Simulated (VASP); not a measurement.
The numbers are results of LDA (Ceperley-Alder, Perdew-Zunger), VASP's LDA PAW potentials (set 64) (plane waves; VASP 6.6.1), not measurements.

A VASP calculation is set up with these files.

INCAR:
```
! general
SYSTEM = BN
PREC   = Accurate
ENCUT  = 620
LREAL  = .FALSE.
LASPH  = .TRUE.

! electronic loop
EDIFF  = 1E-6
NELM   = 100
ALGO   = Normal

! smearing
ISMEAR = 0
SIGMA  = 0.05

! ions
IBRION = 2
NSW    = 40
ISIF   = 3
EDIFFG = -0.02

! output
LWAVE  = .FALSE.
LCHARG = .FALSE.
```

### POSCAR
```
BN
1.0
  1.2626914989  -2.1870460442   0.0000000000
  1.2626914989   2.1870460442   0.0000000000
  0.0000000000   0.0000000000   4.1782425447
B N
2 2
Cart
  1.2626914989  -0.7290168061   2.0903858455
  1.2626914989   0.7290168061   0.0012645731
  1.2626914989  -0.7290168061   3.6546976535
  1.2626914989   0.7290168061   1.5655763812
```

KPOINTS:
```
Automatic mesh
0
Gamma
10 10 5
0 0 0
```

POTCAR, in this order: B N (LDA.64 set). Program: vasp_std.

The resulting files:

### OUTCAR
```
 ion  position               nearest neighbor table
   1  0.667  0.333  0.500-   4 1.55   4 1.55   4 1.55   3 1.56
   2  0.333  0.667  0.000-   3 1.55   3 1.55   3 1.55   4 1.56
   3  0.667  0.333  0.875-   2 1.55   2 1.55   2 1.55   1 1.56
   4  0.333  0.667  0.375-   1 1.55   1 1.55   1 1.55   2 1.56
  LATTYP: Found a hexagonal cell.
 ALAT       =     2.5253831830
 C/A-ratio  =     1.6544984432
 Subroutine PRICEL returns:
 Original cell was already a primitive cell.
 Subroutine GETGRP returns: Found 12 space group operations
The static configuration has the point symmetry C_3v.
 The point group associated with its full space group is C_6v.
The dynamic configuration has the point symmetry C_3v.
 Subroutine INISYM returns: Found 12 space group operations
 Subroutine IBZKPT returns following result:
 Found     42 irreducible k-points:

 Following reciprocal coordinates:
            Coordinates               Weight
  0.000000  0.000000  0.000000      1.000000
  0.100000 -0.000000  0.000000      6.000000
  0.200000 -0.000000  0.000000      6.000000
  0.300000  0.000000  0.000000      6.000000
  0.400000 -0.000000  0.000000      6.000000
  0.500000 -0.000000  0.000000      3.000000
  0.100000  0.100000  0.000000      6.000000
  0.200000  0.100000  0.000000     12.000000
  0.300000  0.100000  0.000000     12.000000
  0.400000  0.100000  0.000000     12.000000
  0.200000  0.200000  0.000000      6.000000
  0.300000  0.200000  0.000000     12.000000
  0.400000  0.200000  0.000000      6.000000
  0.300000  0.300000  0.000000      6.000000
  0.000000  0.000000  0.200000      2.000000
  0.100000 -0.000000  0.200000     12.000000
  0.200000 -0.000000  0.200000     12.000000
  0.300000  0.000000  0.200000     12.000000
  0.400000 -0.000000  0.200000     12.000000
  0.500000 -0.000000  0.200000      6.000000
  0.100000  0.100000  0.200000     12.000000
  0.200000  0.100000  0.200000     24.000000
  0.300000  0.100000  0.200000     24.000000
  0.400000  0.100000  0.200000     24.000000
  0.200000  0.200000  0.200000     12.000000
  0.300000  0.200000  0.200000     24.000000
  0.400000  0.200000  0.200000     12.000000
  0.300000  0.300000  0.200000     12.000000
  0.000000  0.000000  0.400000      2.000000
  0.100000 -0.000000  0.400000     12.000000
  0.200000 -0.000000  0.400000     12.000000
  0.300000  0.000000  0.400000     12.000000
  0.400000 -0.000000  0.400000     12.000000
  0.500000 -0.000000  0.400000      6.000000
  0.100000  0.100000  0.400000     12.000000
  0.200000  0.100000  0.400000     24.000000
  0.300000  0.100000  0.400000     24.000000
  0.400000  0.100000  0.400000     24.000000
  0.200000  0.200000  0.400000     12.000000
  0.300000  0.200000  0.400000     24.000000
   k-points           NKPTS =     42   k-points in BZ     NKDIM =     42   number of bands    NBANDS=     12
   number of dos      NEDOS =    301   number of ions     NIONS =      4
   total plane-waves  NPLWV =  20736
   dimension x,y,z NGX =    24 NGY =   24 NGZ =   36
   dimension x,y,z NGXF=    48 NGYF=   48 NGZF=   72
   ions per type =               2   2
   PREC   = accura    normal or accurate (medium, high low for compatibility)
   ISTART =      0    job   : 0-new  1-cont  2-samecut
   ICHARG =      2    charge: 1-file 2-atom 10-const
   ISPIN  =      1    spin polarized calculation?
   LNONCOLLINEAR =      F non collinear calculations
   LSORBIT =      F    spin-orbit coupling
   INIWAV =      1    electr: 0-lowe 1-rand  2-diag
   ENCUT  =  620.0 eV  45.57 Ry    6.75 a.u.   5.13  5.13  8.48*2*pi/ulx,y,z
   NELM   =    100;   NELMIN=  2; NELMDL= -5     # of ELM steps
...
```

### OSZICAR
```
       N       E                     dE             d eps       ncg     rms          rms(c)
DAV:   1     0.563323766746E+02    0.56332E+02   -0.98564E+03  1016   0.150E+03
DAV:   2    -0.383905089386E+02   -0.94723E+02   -0.88124E+02  1428   0.284E+02
DAV:   3    -0.411113977945E+02   -0.27209E+01   -0.27084E+01  1332   0.473E+01
DAV:   4    -0.411256358349E+02   -0.14238E-01   -0.14229E-01  1276   0.371E+00
DAV:   5    -0.411257858074E+02   -0.14997E-03   -0.14990E-03  1300   0.340E-01    0.937E+00
DAV:   6    -0.390588629626E+02    0.20669E+01   -0.53075E+00  1192   0.189E+01    0.437E+00
DAV:   7    -0.388285495181E+02    0.23031E+00   -0.24224E-01  1200   0.453E+00    0.254E+00
DAV:   8    -0.387632354437E+02    0.65314E-01   -0.99096E-02  1136   0.271E+00    0.220E-01
DAV:   9    -0.387623707278E+02    0.86472E-03   -0.23401E-03  1312   0.472E-01    0.124E-01
DAV:  10    -0.387623297120E+02    0.41016E-04   -0.14911E-04  1204   0.126E-01    0.203E-02
DAV:  11    -0.387623266282E+02    0.30839E-05   -0.25705E-05  1300   0.416E-02    0.107E-02
DAV:  12    -0.387623265371E+02    0.91137E-07   -0.19511E-06   868   0.140E-02
   1 F= -.38762327E+02 E0= -.38762327E+02  d E =-.387623E+02
```

### OUTCAR
```
------------------------ aborting loop because EDIFF is reached ----------------------------------------
  FORCE on cell =-STRESS in cart. coord.  units (eV):
  Direction    XX          YY          ZZ          XY          YZ          ZX
  --------------------------------------------------------------------------------------
  Total       -0.0530202     -0.0530202     -0.0405925     -0.0000000      0.0000000      0.0000000
  in kB       -3.6810602     -3.6810609     -2.8182374     -0.0000000      0.0000000      0.0000000
  external PRESSURE =      -3.3934528 kB  Pullay stress =       0.0000000 kB
  volume of cell :       23.08
      direct lattice vectors                 reciprocal lattice vectors
     1.262691499 -2.187046044  0.000000000     0.395979541 -0.228618872  0.000000000
     1.262691499  2.187046044  0.000000000     0.395979541  0.228618872  0.000000000
     0.000000000  0.000000000  4.178242545     0.000000000  0.000000000  0.239335077
  FREE ENERGIE OF THE ION-ELECTRON SYSTEM (eV)
  ---------------------------------------------------
  free  energy   TOTEN  =       -38.7623265371 eV

  energy  without entropy=      -38.7623265371  energy(sigma->0) =      -38.76232654

 reached required accuracy - stopping structural energy minimisation
```
(Selected blocks of OUTCAR.)

**OUTCAR**
```
 val. band max:        7.8519299635   @ k =   0.0000   0.0000   0.0000

 cond. band min:      12.9640910104   @ k =   0.3000   0.3000   0.0000


 Fermi energy:         8.0632364929

 k-point     1 :       0.0000    0.0000    0.0000
  band No.  band energies     occupation
      1     -12.6718      2.00000
      2      -8.3460      2.00000
      3      -3.3260      2.00000
      4       5.6683      2.00000
      5       5.6684      2.00000
      6       7.5570      2.00000
      7       7.8519      2.00000
      8       7.8519      2.00000
      9      16.1816      0.00000
     10      16.1817      0.00000
     11      16.4679      0.00000
     12      17.7489      0.00000

 k-point     2 :       0.1000   -0.0000    0.0000
  band No.  band energies     occupation
      1     -12.4495      2.00000
      2      -8.1739      2.00000
      3      -3.1073      2.00000
      4       4.6920      2.00000
      5       5.2586      2.00000
      6       7.0490      2.00000
      7       7.3371      2.00000
      8       7.6193      2.00000
      9      15.8818      0.00000
     10      16.6199      0.00000
     11      16.8026      0.00000
     12      18.3957      0.00000

 k-point     3 :       0.2000   -0.0000    0.0000
  band No.  band energies     occupation
      1     -11.7919      2.00000
      2      -7.6926      2.00000
      3      -2.4633      2.00000
      4       2.4958      2.00000
      5       4.3797      2.00000
      6       5.1737      2.00000
      7       6.6716      2.00000
      8       7.0198      2.00000
      9      15.3854      0.00000
     10      17.2295      0.00000
     11      17.5431      0.00000
     12      19.0555      0.00000

 k-point     4 :       0.3000    0.0000    0.0000
  band No.  band energies     occupation
      1     -10.7362      2.00000
      2      -7.0578      2.00000
      3      -1.4512      2.00000
      4       0.1575      2.00000
      5       2.9901      2.00000
      6       3.5176      2.00000
...
```

The compound is BN in the wurtzite structure, a metastable high-pressure form. It was relaxed first.
